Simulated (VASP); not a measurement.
# LiCaSc with LDA: from relaxation to properties, part 5 of 5

Wanted: the relaxed cell of LiCaSc and its properties. The cell is invented: other elements were put on sites of a known structure type. It may not be a known or stable phase. The atoms of the start are displaced at random from the sites of a P-6m2 cell.

VASP 6.6.1; LDA; plane waves and PAW (Li_sv, Ca_sv, Sc_sv); invented cell.

Still holding for the runs below: The k-mesh is coarse for a metal.

So far. Step 12 (Volume scan with LDA, volume scale 1.04): The run ends at a pressure of -0.92 GPa, with forces up to 0.0050 eV/Å.

### 13. Volume scan with LDA, volume scale 1.06 (continued)

From OUTCAR (step 13):

```text
  Total       -0.6434560     -0.6672255     -0.6719749      0.0000000      0.0000000      0.0000000
  in kB      -12.7496625    -13.2206406    -13.3147471      0.0000000      0.0000000      0.0000000
  external PRESSURE =     -13.0950168 kB  Pullay stress =       0.0000000 kB

 POSITION                                       TOTAL-FORCE (eV/Angst)
 -----------------------------------------------------------------------------------
      1.52401      0.00000      9.55278         0.000000      0.000000     -0.004538
      0.00000      0.00000      6.35411         0.000000      0.000000      0.003347
      0.00000      0.00000      3.15913         0.000000      0.000000      0.001192
 -----------------------------------------------------------------------------------
    total drift:                               -0.000000      0.000000      0.000197

  FREE ENERGIE OF THE ION-ELECTRON SYSTEM (eV)
  ---------------------------------------------------
  free  energy   TOTEN  =        -9.8480415110 eV

  energy  without entropy=       -9.8479036554  energy(sigma->0) =       -9.84799556

[... 1 part as in an earlier step ...]

[... 2 further parts left out ...]
[key lines of the parts left out:]
E-fermi :   2.1503
```

The pressure falls from -0.92 to -1.31 GPa. The parabola predicted -1.30 GPa, +0.01 GPa off.

### 14. Side by side

Times are for 1 MPI rank of Intel Xeon Platinum 8375C at 2.90GHz (Ice Lake), shared host. The runs compared:

| no. | volume scale | energy above the lowest point (meV/atom) | pressure (GPa) | time | memory (GiB) |
| --- | --- | --- | --- | --- | --- |
| 1 | 0.94 | 7.85 | 1.628 | 60 s | 0.24 |
| 2 | 0.96 | 3.45 | 1.027 | 74 s | 0.25 |
| 3 | 0.98 | 0.89 | 0.4765 | 80 s | 0.26 |
| 4 | 1 | 0 | -0.02579 | 71 s | 0.26 |
| 5 | 1.02 | 0.66 | -0.4896 | 57 s | 0.26 |
| 6 | 1.04 | 2.75 | -0.9184 | 58 s | 0.26 |
| 7 | 1.06 | 6.12 | -1.310 | 65 s | 0.26 |

### 15. Fit for LDA

This step: Birch-Murnaghan fit, LDA; plane waves and PAW; invented cell (VASP 6.6.1).

Derived from the runs above.

This step gave:

| Property | Result |
| --- | --- |
| pressure derivative of the bulk modulus | 3.337 |
| r.m.s. error of the fit | 2.45e-6 eV/atom |
| minimum inside the sampled range | yes |
| bulk modulus | 24.21 GPa |
| equilibrium volume of the fit | 25.46 Å³/atom |

Energy above the fitted minimum against volume:

| volume (Å³/atom) | energy above the fitted minimum (eV/atom) |
| --- | --- |
| 23.90 | 0.00785 |
| 24.41 | 0.00345 |
| 24.92 | 8.9e-4 |
| 25.43 | -1.6e-6 |
| 25.94 | 6.6e-4 |
| 26.44 | 0.00274 |
| 26.95 | 0.00612 |

The fit over cells of fixed shape and fractional positions puts the volume +0.11 % from the relaxed one. At a finite cutoff and mesh the minimum of the energy and the zero of the stress don't quite coincide, and the relaxation stops at a threshold.

### 16. Elastic constants (LDA)

This step: LDA; plane waves and PAW (Li_sv, Ca_sv, Sc_sv); invented cell (VASP 6.6.1).

IBRION = 6 with ISIF = 3 strains the cell both ways at fixed fractional positions, and adds the ions' share afterwards from the force constants. Stress converges slowly with the basis, so the cutoff is raised.

INCAR reads:

```
SYSTEM = LiCaSc
PREC = Accurate
ENCUT = 700
EDIFF = 1E-07
NELM = 100
ISMEAR = 1
SIGMA = 0.2
LREAL = .FALSE.
ALGO = Normal
GGA = CA
LORBIT = 11
LWAVE = .FALSE.
LCHARG = .FALSE.
IBRION = 6
NFREE = 2
POTIM = 0.015
ISIF = 3
NSW = 1
```

POSCAR reads:

```
LiCaSc
1.0
    2.9893830329      0.0000000000      0.0000000000
    0.0000000000      2.7160525077      4.6975904837
    0.0000000000     -2.7160525077      4.6975904837
Li Ca Sc
1 1 1
Direct
    0.5000000000      0.9972157744      0.9972157744
    0.0000000000      0.6633069063      0.6633069063
    0.0000000000      0.3297820362      0.3297820362
```

KPOINTS reads:

```
Automatic mesh
0
Gamma
8 5 5
0 0 0
```

PAW data sets: Li_sv, Ca_sv and Sc_sv (LDA family, release 64).

On the command line:

```sh
$ mpirun -np 1 vasp_std
```

The program printed:

```text
[... set-up lines as in an earlier step ...]
 entering main loop
       N       E                     dE             d eps       ncg     rms          rms(c)
DAV:   1     0.333096139536E+03    0.33310E+03   -0.13639E+04  1440   0.185E+03
DAV:   2     0.971223761696E+01   -0.32338E+03   -0.32123E+03  1768   0.535E+02
DAV:   3    -0.885514352609E+01   -0.18567E+02   -0.18404E+02  2584   0.134E+02
DAV:   4    -0.114818372465E+02   -0.26267E+01   -0.26170E+01  2528   0.295E+01
[...]
DAV:  13    -0.986644267110E+01   -0.15117E-05   -0.21181E-05  2600   0.310E-02    0.355E-03
DAV:  14    -0.986644250811E+01    0.16299E-06   -0.78375E-07  1688   0.668E-03    0.157E-03
DAV:  15    -0.986644245339E+01    0.54726E-07   -0.74785E-07  1792   0.486E-03
   1 F= -.98664425E+01 E0= -.98663993E+01  d E =-.129522E-03
[... from here on, the cycles between the ionic steps are left out ...]
   2 F= -.98626395E+01 E0= -.98619697E+01  d E =-.200931E-02
   3 F= -.98627680E+01 E0= -.98633016E+01  d E =0.160073E-02
   5 F= -.98639467E+01 E0= -.98635268E+01  d E =-.125983E-02
   7 F= -.98639895E+01 E0= -.98635774E+01  d E =-.123615E-02
   9 F= -.98667041E+01 E0= -.98667212E+01  d E =0.511494E-04
  11 F= -.98657708E+01 E0= -.98657339E+01  d E =-.110576E-03
  13 F= -.98667026E+01 E0= -.98667264E+01  d E =0.716478E-04
  15 F= -.98663338E+01 E0= -.98662901E+01  d E =-.130957E-03
  17 F= -.98663094E+01 E0= -.98662672E+01  d E =-.126704E-03
  19 F= -.98663978E+01 E0= -.98663536E+01  d E =-.132831E-03
  21 F= -.98665159E+01 E0= -.98664799E+01  d E =-.108061E-03
  23 F= -.98660903E+01 E0= -.98660447E+01  d E =-.136703E-03
  24 F= -.98661519E+01 E0= -.98661052E+01  d E =-.139861E-03
[...]
hard stop encountered!  aborting job ...
[...]
|     The electronic self-consistency was not achieved in the given           |
[...]
soft stop encountered!  aborting job ...
  25 F= -.98661624E+01 E0= -.98661225E+01  d E =-.119838E-03
 deleting file STOPCAR
```

Run time: 20 min. Hardware: 1 MPI rank of Intel Xeon Platinum 8375C at 2.90GHz (Ice Lake), shared host; peak memory 0.42 GiB.

The run was stopped at its time limit, by a STOPCAR file.

More ranks or a longer limit might have been enough; this was not tried.

### 17. Results

| Item | Value |
| --- | --- |
| relaxed volume | 25.43 Å³/atom |
| relaxed conventional cell a, b, c | 5.426, 5.426, 2.989 Å; angles 90.0, 90.0, 120.0° |
| space group after relaxing, within 0.02 Å (lengths above averaged to it) | P-6m2 (No. 187) |
| band gap | none, a metal |
| DOS at the Fermi level | 1.39 states/eV/cell |
| bulk modulus from the fit | 24.2 GPa |
| volume from the fit | 25.5 Å³/atom |

**Reading.** With LDA, LiCaSc relaxes to 25.43 Å³/atom in space group P-6m2, comes out as a metal and has a bulk modulus of 24.2 GPa. Not obtained: elastic constants (LDA), because the run hit its time limit. Bands along the symmetry lines (LDA): Of the bands kept, 3 cross the Fermi level on this path. The k-sampling is coarse for a metal, so the Fermi level, pressures and the shape of the cell carry errors. No search among competing phases was made. All values are for a static lattice at zero temperature.

[Lines on the potential files, build, host, timing and source positions are cut from VASP's logs without a mark.]

[Logs are printed without paths, hosts, clocks, repeated set-up lines and the standing remarks that a program may print on its own settings, such as how far it seeks lower states.]

[Hosts, paths, dates, database ids (printed as entryN), source tags and the programs' standing remarks are cut or masked in the printed files.]

[A measured line is paired with the nearest computed mode of its activity, which favours agreement.]

[In band tables of VASP the shares of atoms and orbitals are scaled to a sum of 1 inside the atoms' spheres.]
